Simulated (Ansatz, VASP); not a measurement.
# Cross-check of SrTiC2 between VASP and Ansatz

One calculation is typed for both programs; each brings its own data sets and cutoff. How far apart do they land? The cell is invented: other elements were put on sites of a known structure type. It may not be a known or stable phase. The cell is taken from a series of VASP runs on this material, whose earlier steps may have relaxed, scaled or displaced it; both programs get it as it stands.

Main program and level: Ansatz 0.2.0; plane waves, with VASP 6.6.1 beside it; single point at RPBE with D4, electric field gradients at RPBE with D4 and band structure at RPBE with D4, spin-orbit coupling.

### Step 1. Starting point

It takes space group P2 (No. 3, monoclinic). The conventional cell has a = 4.035 Å, b = 4.202 Å, c = 4.048 Å, α = 90.00°, β = 90.08°, γ = 90.00°. Nearest to Sr lie 4 C at 2.63 Å. Nearest to Ti lie 4 C at 2.06 to 2.07 Å. Nearest to C lie 2 Ti at 2.06 Å and 2 Sr at 2.63 Å. C has 2 Ti at 2.07 Å and 2 Sr at 2.63 Å nearest. Farther neighbours are not listed.

### Step 2. Ansatz: single point, RPBE with D4

Ansatz runs on its default PAW (the set named soft_2) files.

A single point gives forces, pressure and levels at one fixed geometry, so differences don't come from the geometry; what else differs is listed under the comparison.

File input.yaml:

```yaml
crystal:
  lattice:
    - [4.0346161303, 0.0, 0.0009430178]
    - [0.0, 4.2016994997, 0.0]
    - [-0.0067034805, 0.0, 4.0479623131]
  atoms:
    - { symbol: Sr, position: [0.0, 0.6260963311, 0.5] }
    - { symbol: Ti, position: [0.5, 0.126335186, 0.0] }
    - { symbol: C, position: [0.0, 0.0241070137, 0.0] }
    - { symbol: C, position: [0.5, 0.2249264692, 0.5] }
hamiltonian:
  xc: rpbe
  pseudopotentials: { kind: paw }
  dispersion: d4
kpoints:
  mp_grid: { grid: [8, 8, 8] }
scf:
  occupations: { method: tetrahedron }
output:
  forces: true
  stress: true
  write_density: true
  write_potential: true
  elf: true
  volumetric_format: npy
```

Launch:

```sh
ansatz run input.yaml --threads 2 --pin off --max-ram 4608MiB --backend cpu --events-out ev --progress --plain --runs-dir out
```

Numbers of over 12 decimals in the logs are rounded to 6 here.

Output:

```text
Warning: output.forces, output.stress, relax.cell or npt_langevin: where a Kohn–Sham band that disperses or a degenerate level is filled in part under the method tetrahedron, the forces or the stress that this run publishes need not agree with its energy (scf.occupations.method in the input reference, under Limitations); prefer a smearing scheme for the forces or the stress
Engine: ansatz 0.2.0, aarch64-unknown-linux-gnu
Pseudopotentials: kind: paw
Pseudopotential: Sr, paw, valence charge 10, recommended cutoff 420 eV (normal), Sr.paw.azcp
Pseudopotential: Ti, paw, valence charge 12, recommended cutoff 420 eV (normal), Ti.paw.azcp
Pseudopotential: C, paw, valence charge 4, recommended cutoff 420 eV (normal), C.paw.azcp
Functional definition: RPBE
  parameter kappa = 0.804
  parameter beta = 0.066725
  exchange = rpbe_x(kappa = kappa, mu = beta*pi^2/3)
  correlation = pbe_c(beta = beta)
Crystal: 4 atoms, lattice volume = 68.622 Å³
Basis set: ecut = 420 eV, 1343 PW (Γ), exchange–correlation on 54×60×60 points (8 copies of the dense FFT grid, shifted against one another)
Bands: 19, of which v1, the nominal top of the filled ones, is band 15 counted from 1 (14 counted from 0)
Symmetry: 2 space group operations
Space group: P2 (ITA 3), of the structure as read, at distance tolerance 4.1e-5 Å
k-points: 170 of 512 (time reversal used)
Non-local potential: Sr, projectors of the file, l = 0: 3, l = 1: 2, l = 2: 2
Non-local potential: Ti, projectors of the file, l = 0: 3, l = 1: 2, l = 2: 3, l = 3: 1
Non-local potential: C, projectors of the file, l = 0: 2, l = 1: 2, l = 2: 1
PAW form: soft (Blöchl's): semilocal exchange-correlation on the pseudo side does not see the compensation charge
PAW frozen core: Sr, regenerated for the run's functional, and the local potential with it (the file was generated under x = pbe(κ = 0.804, μ = 0.219515), c = pbe(β = 0.066725))
PAW frozen core: Ti, regenerated for the run's functional, and the local potential with it (the file was generated under x = pbe(κ = 0.804, μ = 0.219515), c = pbe(β = 0.066725))
PAW frozen core: C, regenerated for the run's functional, and the local potential with it (the file was generated under x = pbe(κ = 0.804, μ = 0.219515), c = pbe(β = 0.066725))
PAW one-centre angular grid: Sr, 110 points (default); XC on 64 Gauss nodes
PAW one-centre angular grid: Ti, 590 points (default); XC on 64 Gauss nodes
PAW one-centre angular grid: C, 110 points (default); XC on 64 Gauss nodes
Initial density: superposition of atomic densities (neutral atoms: chi_scale 0, normalization atom), corrected by the library's trained network
Initial wavefunctions: pseudopotential atomic-orbital guess
Functional: x = rpbe, c = pbe(β = 0.066725)
SCF iter   1: F=—  HF=-6558.828143 eV  |F-HF|=—  |Δ(HF+E_count)|=         —  Δρ=9.35e-3  dr2=4.19e-2  ethr=1.77e-3  ⟨swp⟩=7.4  Hψ=20472  notcnv=0
preconditioner: auto → Kerker (q_TF=auto, 2.377 Å⁻¹)  [metal: no gap  n_scr=18 (ndim 8)  ℏωp=20.0 eV  f_vac=0.000]
SCF iter   2: F=—  HF=-6558.826060 eV  |F-HF|=—  |Δ(HF+E_count)|=   2.08e-3  Δρ=5.14e-3  dr2=1.09e-2  ethr=1.40e-4  ⟨swp⟩=2.4  Hψ=6195  notcnv=0
SCF iter   3: F=—  HF=-6558.826734 eV  |F-HF|=—  |Δ(HF+E_count)|=   6.75e-4  Δρ=2.73e-3  dr2=4.21e-3  ethr=3.65e-5  ⟨swp⟩=2.0  Hψ=4767  notcnv=0
SCF iter   4: F=—  HF=-6558.827052 eV  |F-HF|=—  |Δ(HF+E_count)|=   3.17e-4  Δρ=5.23e-4  dr2=2.62e-4  ethr=1.40e-5  ⟨swp⟩=2.0  Hψ=4857  notcnv=0
SCF iter   5: F=—  HF=-6558.827117 eV  |F-HF|=—  |Δ(HF+E_count)|=   6.52e-5  Δρ=3.23e-4  dr2=1.10e-4  ethr=8.73e-7  ⟨swp⟩=2.1  Hψ=4979  notcnv=0
SCF iter   6: F=—  HF=-6558.827100 eV  |F-HF|=—  |Δ(HF+E_count)|=   1.64e-5  Δρ=1.47e-4  dr2=2.45e-5  ethr=3.66e-7  ⟨swp⟩=2.0  Hψ=4671  notcnv=0
SCF iter   7: F=—  HF=-6558.826994 eV  |F-HF|=—  |Δ(HF+E_count)|=   1.07e-4  Δρ=3.93e-5  dr2=2.11e-6  ethr=8.17e-8  ⟨swp⟩=2.0  Hψ=4950  notcnv=0
SCF iter   8: F=—  HF=-6558.826994 eV  |F-HF|=—  |Δ(HF+E_count)|=   4.86e-8  Δρ=1.85e-5  dr2=3.56e-7  ethr=7.03e-9  ⟨swp⟩=2.0  Hψ=4906  notcnv=0
SCF iter   9: F=-6558.826995 eV  HF=-6558.826995 eV  |F-HF|=2.47e-9  |Δ(HF+E_count)|=   1.01e-6  Δρ=3.43e-6  dr2=8.86e-9  ethr=3.33e-10  ⟨swp⟩=9.0  Hψ=21992  notcnv=0
SCF 1 converged in 9 iterations: F = -6558.826995 eV  dr2 = 8.86e-9
  greatest PAW one-centre occupation: 0.999 electrons in one spin orbital (limit 2), on the Ti atom at site 1 (counted from 0), in its partial waves of l = 0
SCF converged after 9 iterations
Stability not checked: this state was not tested for a lower state beside it, because cold or Methfessel-Paxton smearing, or corrected tetrahedra, fill the levels in a way that the test cannot read (fill_not_monotonic; see scf.lower_state_search)
Free energy (F): -6558.826995 eV
Harris-Foulkes:  -6558.826995 eV  (|F-HF|=2.47e-9)
Internal energy: -6558.826311 eV  (E = F + TS)
E sigma→0 (E₀):  -6558.826995 eV
Entropy (-TS):   -0.000684 eV (-0.171 meV/atom)
Fermi energy:    8.570801 eV
--- Per-component energies (eV) ---
  E_band       = -265.732148
  E_kinetic    = 687.191572
  E_local      = -1889.531659  (includes V_loc(G=0)·N_el)
  E_nonlocal   = 259.959433
  E_hartree    = 648.705365
  E_xc         = -366.575594
  E_vxc        = -401.439714  (∫ρ·V_xc dr)
  E_paw        = -3950.798593  (= ΣΔE_a)
  E_vpaw       = -219.320348  (= ΣTr[D̂ρ^β])
  E_aug_tail   = 0.000133  (compensation charges beyond the density's cutoff)
  E_ewald      = -1946.251651
  E_disp       = -1.376538  (pairwise vdW)
  E_core_change = -0.148778  (= ΣΔE_core)
  E_smearing   = -0.000684  (= −TS)
  E_closure    = -0.000000  (closes the sum)
  Σ components = -6558.826995   (vs F -6558.826995, Δ=0.00e0)
--- Forces (eV/Å), atoms counted from 1 ---
  atom   1  Sr     0.00000000     0.00128358     0.00000000
  atom   2  Ti     0.00000000     0.00401765     0.00000000
  atom   3  C      0.00000000    -0.02023983     0.00000000
  atom   4  C      0.00000000     0.01493869     0.00000000
  max |Σ_I F_I| component: 8.54e-8 eV/Å
--- Stress (GPa, compression-positive) ---
       -0.045148       0.000000       0.003840
        0.000000      -0.378475       0.000000
        0.003840       0.000000      -0.165654
  P = ⅓ Tr σ = -0.1964 GPa (-1.964 kbar)
--- Band table (eV; the first three rows and the last of 170) ---
  k-point 0: bands = [... 11 lower, 7.5626, 7.5756, 7.8452, 8.6082, 8.6254, 10.2352, 10.4743, 12.2872]
  k-point 1: bands = [... 11 lower, 7.3001, 7.5547, 7.7906, 8.4454, 8.5077, 10.4108, 10.6293, 11.5566]
  k-point 2: bands = [... 11 lower, 7.1549, 7.5296, 7.5592, 8.1204, 8.4726, 10.2709, 10.7250, 11.2481]
  k-point 169: bands = [... 11 lower, 5.8434, 6.3484, 7.2441, 7.2495, 9.6569, 10.4434, 10.8706, 12.0898]
```

Elapsed: 12 s, on 2 threads of Arm Neoverse V2, shared host; peak memory 0.51 GiB.

The run ends at a pressure of -0.20 GPa, with forces up to 0.020 eV/Å.

### Step 3. VASP: single point, RPBE with D4

The same cell, functional, mesh and smearing now go to VASP, with its own data sets and cutoff.

Lines of VASP's logs that name or quote its potential files are left out, and so is its time.

File INCAR:

```
SYSTEM = SrTiC2
PREC = Accurate
ENCUT = 520
EDIFF = 1E-06
NELM = 100
ISMEAR = -5
SIGMA = 0.05
LREAL = .FALSE.
ALGO = Normal
GGA = RP
IVDW = 13
NBANDS = 29
LORBIT = 11
LWAVE = .FALSE.
LCHARG = .FALSE.
KPAR = 2
NEDOS = 2001
```

File POSCAR:

```
SrTiC2
1.0
    4.0346161303      0.0000000000      0.0009430178
    0.0000000000      4.2016994997      0.0000000000
   -0.0067034805      0.0000000000      4.0479623131
Sr Ti C
1 1 2
Direct
    0.0000000000      0.6260963311      0.5000000000
    0.5000000000      0.1263351860      0.0000000000
    0.0000000000      0.0241070137      0.0000000000
    0.5000000000      0.2249264692      0.5000000000
```

File KPOINTS:

```
Automatic mesh
0
Gamma
8 8 8
0 0 0
```

Potentials, in the order of the species: Sr_sv, Ti_sv and C (PBE family, release 64).

Launch:

```sh
mpirun -np 2 vasp_std
```

Output:

```text
[banner, memory and clock lines left out]
running    2 mpi-ranks, on    1 nodes
 distrk:  each k-point on    1 cores,    2 groups
 distr:  one band on    1 cores,    1 groups

 POSCAR found type information on POSCAR SrTiC
 POSCAR found :  3 types and       4 ions
|                                                                             |
|               ----> ADVICE to this user running VASP <----                  |
|                                                                             |
|     You enforced a specific xc type in the INCAR file but a different       |
|     [... a line on the potential file left out ...]
|     I HOPE YOU KNOW WHAT YOU ARE DOING!                                     |
|                                                                             |

 LDA part: xc-table for (Slater+PW92), standard interpolation
 POSCAR, INCAR and KPOINTS ok, starting setup
 FFT: planning ... GRIDC
 FFT: planning ... GRID_SOFT
 FFT: planning ... GRID
 WAVECAR not read
 entering main loop
       N       E                     dE             d eps       ncg     rms          rms(c)
DAV:   1     0.260936130976E+03    0.26094E+03   -0.13955E+04  9860   0.106E+03
DAV:   2    -0.926475620113E+00   -0.26186E+03   -0.24539E+03 10186   0.310E+02
DAV:   3    -0.287478865570E+02   -0.27821E+02   -0.27171E+02 15176   0.875E+01
DAV:   4    -0.307392668620E+02   -0.19914E+01   -0.19772E+01 13464   0.201E+01
DAV:   5    -0.308029253934E+02   -0.63659E-01   -0.63625E-01 13424   0.317E+00    0.252E+01
DAV:   6    -0.255191389312E+02    0.52838E+01   -0.15263E+01 12603   0.346E+01    0.156E+01
DAV:   7    -0.247634139694E+02    0.75572E+00   -0.92738E+00 11185   0.244E+01    0.132E+01
DAV:   8    -0.243680206022E+02    0.39539E+00   -0.77043E-01 11322   0.883E+00    0.475E+00
DAV:   9    -0.243975601343E+02   -0.29540E-01   -0.12959E-01 14027   0.222E+00    0.122E+00
DAV:  10    -0.243832310928E+02    0.14329E-01   -0.26242E-02 11455   0.148E+00    0.346E-01
DAV:  11    -0.243838136734E+02   -0.58258E-03   -0.30999E-03 13863   0.292E-01    0.178E-01
DAV:  12    -0.243841703888E+02   -0.35672E-03   -0.87794E-04 12622   0.155E-01    0.420E-02
DAV:  13    -0.243841944763E+02   -0.24087E-04   -0.77132E-05 11975   0.594E-02    0.427E-02
DAV:  14    -0.243841733524E+02    0.21124E-04   -0.33506E-05 13316   0.526E-02    0.711E-03
DAV:  15    -0.243841724786E+02    0.87379E-06   -0.70824E-06 12501   0.161E-02
   1 F= -.25760302E+02 E0= -.25760302E+02  d E =0.000000E+00
|                                                                             |
|           W    W    AA    RRRRR   N    N  II  N    N   GGGG   !!!           |
|           W    W   A  A   R    R  NN   N  II  NN   N  G    G  !!!           |
|           W    W  A    A  R    R  N N  N  II  N N  N  G       !!!           |
|           W WW W  AAAAAA  RRRRR   N  N N  II  N  N N  G  GGG   !            |
|           WW  WW  A    A  R   R   N   NN  II  N   NN  G    G                |
|           W    W  A    A  R    R  N    N  II  N    N   GGGG   !!!           |
|                                                                             |
|     Tetrahedron method does not include variations of the Fermi             |
|     occupations, so forces and stress will be inaccurate. We suggest        |
|     using a different smearing scheme ISMEAR = 1 or 2 for metals in         |
|     relaxations.                                                            |
|                                                                             |
```

From OUTCAR (step 3):

```text
ion  position               nearest neighbor table
   1  0.000  0.626  0.500-   3 2.63   3 2.63   4 2.63   4 2.63   4 3.22   4 3.22   3 3.24   3 3.24
                             2 3.54   2 3.54   2 3.55   2 3.55   2 3.55   2 3.55   2 3.55   2 3.55
   2  0.500  0.126  0.000-   3 2.06   3 2.06   4 2.07   4 2.07   1 3.54   1 3.54   1 3.55   1 3.55
                             1 3.55   1 3.55   1 3.55   1 3.55
   3  0.000  0.024  0.000-   2 2.06   2 2.06   1 2.63   1 2.63   1 3.24   1 3.24
   4  0.500  0.225  0.500-   2 2.07   2 2.07   1 2.63   1 2.63   1 3.22   1 3.22

  LATTYP: Found a simple monoclinic cell.
 ALAT       =     4.0346162405
 B/A-ratio  =     1.0414124291
 C/A-ratio  =     1.0033092672
 COS(beta)  =    -0.0014222798

 Subroutine GETGRP returns: Found  2 space group operations
 (whereof  2 operations were pure point group operations)

The static configuration has the point symmetry C_2 .

 Found    170 irreducible k-points:

   k-points           NKPTS =    170   k-points in BZ     NKDIM =    170   number of bands    NBANDS=     29

   dimension x,y,z NGX =    30 NGY =   32 NGZ =   30
   dimension x,y,z NGXF=    60 NGYF=   64 NGZF=   60

   ENCUT  =  520.0 eV  38.22 Ry    6.18 a.u.   7.50  7.81  7.53*2*pi/ulx,y,z

   NELECT =      30.0000    total number of electrons

 k-points in reciprocal lattice and weights: Automatic mesh
   0.00000000  0.00000000  0.00000000       0.002
   0.12500000  0.00000000  0.00000000       0.004
   0.25000000  0.00000000  0.00000000       0.004
   0.37500000  0.00000000  0.00000000       0.004
   0.50000000  0.00000000  0.00000000       0.002
   0.00000000  0.12500000  0.00000000       0.004
   0.12500000  0.12500000  0.00000000       0.008
   0.25000000  0.12500000  0.00000000       0.008
   0.37500000  0.12500000  0.00000000       0.008
[...]
0.37500000  0.50000000  0.50000000       0.004
   0.50000000  0.50000000  0.50000000       0.002

 average (electrostatic) potential at core
       1 -35.9221       2 -76.5877       3 -50.2061       4 -50.2005

 E-fermi :   3.9224

 k-point     1 :       0.0000    0.0000    0.0000
  band No.  band energies     occupation
    ...
     11       2.3102      2.00000
     12       2.9257      2.00000
     13       2.9372      2.00000
     14       3.2014      2.00000
     15       3.9526      1.72354
     16       3.9700      0.13278
     17       5.5880      0.00000
     18       5.8377      0.00000
     19       7.6345      0.00000
     20       7.6812      0.00000
    ...

 k-point     2 :       0.1250    0.0000    0.0000
  band No.  band energies     occupation
    ...
     12       2.6565      2.00000
     13       2.9235      2.00000
     14       3.1578      2.00000
     15       3.7865      2.01167
     16       3.8533      0.60727
     17       5.7481      0.00000
     18       5.9992      0.00000
     19       6.9180      0.00000
     20       7.6646      0.00000
     21       8.1658      0.00000
    ...

 k-point     3 :       0.2500    0.0000    0.0000
  band No.  band energies     occupation
    ...
     11       2.0535      2.00000
     12       2.5064      2.00000
     13       2.8865      2.00000
     14       2.9381      2.00000
     15       3.4827      2.00000
     16       3.8013      0.43552
     17       5.6533      0.00000
     18       6.0383      0.00000
     19       6.5619      0.00000
     20       7.7286      0.00000
    ...

  DFT-D4 for vdW energy calculation

  Edisp (eV):   -1.37613

  Total       0.06497    -0.07049     0.03287     0.00000     0.00000    -0.02298
  in kB       1.51698    -1.64578     0.76746     0.00000     0.00000    -0.53648
  external pressure =        0.21 kB  Pullay stress =        0.00 kB

  energy-cutoff  :      520.00
  volume of cell :       68.62
      direct lattice vectors                 reciprocal lattice vectors
     4.034616130  0.000000000  0.000943018     0.247854958  0.000000000  0.000410451
     0.000000000  4.201699500  0.000000000     0.000000000  0.237998934  0.000000000
    -0.006703481  0.000000000  4.047962313    -0.000057741  0.000000000  0.247037777

 POSITION                                       TOTAL-FORCE (eV/Angst)
 -----------------------------------------------------------------------------------
     -0.00335      2.63067      2.02398         0.000000      0.003693      0.000000
      2.01731      0.53082      0.00047        -0.000000      0.021857      0.000000
      0.00000      0.10129      0.00000         0.000000     -0.017190      0.000000
      2.01396      0.94507      2.02445         0.000000     -0.008360      0.000000
 -----------------------------------------------------------------------------------
    total drift:                                0.000000      0.000027      0.000001

  FREE ENERGIE OF THE ION-ELECTRON SYSTEM (eV)
  ---------------------------------------------------
  free  energy   TOTEN  =       -25.7603022206 eV

  energy  without entropy=      -25.7603022206  energy(sigma->0) =      -25.76030222

 total charge
# of ion       s       p       d       tot
------------------------------------------
    1        2.020   5.827   0.269   8.115
    2        2.230   6.225   1.930  10.385
    3        0.940   1.339   0.000   2.279
    4        0.940   1.338   0.000   2.278
--------------------------------------------------
tot          6.130  14.729   2.198  23.058

[... 3 further parts left out ...]
```

With tetrahedra the forces and stress of a metal are not exact derivatives of the energy.

### Step 4. Side by side

Known differences besides the potentials themselves: the cutoff is 420 eV in Ansatz and 520 eV in VASP; Ansatz makes its cores anew for this functional, VASP keeps those of its PBE data sets; VASP leaves aspherical gradient terms in its spheres out (LASPH is not set), Ansatz keeps them. Total energies have different zeros and are not compared.

The two programs side by side:

```csv
quantity,Ansatz,VASP,difference
pressure (GPa),-0.20,0.02,-0.22
pressure without Ansatz's Pulay correction (GPa),-0.33,0.02,-0.35
```

At this near-relaxed geometry the largest component of a force difference is 23 meV/Å. Ansatz's pressure holds a Pulay correction of 0.13 GPa; VASP's holds none.

(Part 1 of 2 ends here.)

[Lines on the potential files, build, host, timing and source positions are cut from VASP's logs without a mark.]

[Logs are printed without paths, hosts, clocks, repeated set-up lines and the standing remarks that a program may print on its own settings, such as how far it seeks lower states.]

[Hosts, paths, dates, database ids (printed as entryN), source tags and the programs' standing remarks are cut or masked in the printed files.]
